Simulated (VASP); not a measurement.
Given:

```yaml
crystal:
  lattice:
    - [-1.94750, 1.94750, 3.95650]
    - [1.94750, -1.94750, 3.95650]
    - [1.94750, 1.94750, -3.95650]
  atoms:
    - { symbol: Nb, position: [0.01692, 0.99472, 0.00416] }
    - { symbol: Pd, position: [0.74250, 0.25747, 0.49691] }
    - { symbol: Pd, position: [0.25166, 0.76226, 0.51610] }
    - { symbol: Pd, position: [0.48891, 0.48554, 0.98283] }
```

Level of theory: PBEsol GGA, VASP's PBE PAW potentials (set 64) (plane waves; VASP). Numerical set-up: 300 eV cut-off, 5×5×7 Γ-centred mesh, Fermi-Dirac smearing of 0.10 eV, potentials Nb_sv Pd.

At this cut-off the stress carries a Pulay error, which pulls relaxed volumes low.

Task: Give the force on each atom (eV/Å).

Result: 
```tsv
atom	Fx	Fy	Fz
Nb1	0.370	-0.480	-0.274
Pd2	-0.103	0.521	-0.125
Pd3	-0.644	-0.261	0.008
Pd4	0.377	0.221	0.391
```

Task: Give the stress tensor in GPa (positive for a compressed cell).

Result: 
```
-0.98   0.10   0.21
 0.10  -1.04  -0.03
 0.21  -0.03   1.02
```
The pressure is its mean diagonal, -0.33 GPa.

The structure comes from a measured NbPd3 entry of the Crystallography Open Database, whose conditions weren't checked. The cell was not relaxed at this level, atoms are displaced from their ideal sites. The k-mesh is coarse (spacing up to 0.36 per Å, 2π included), so the numbers may not be converged in it. The electron count is odd and the run is not spin-polarised, which forces a metal.
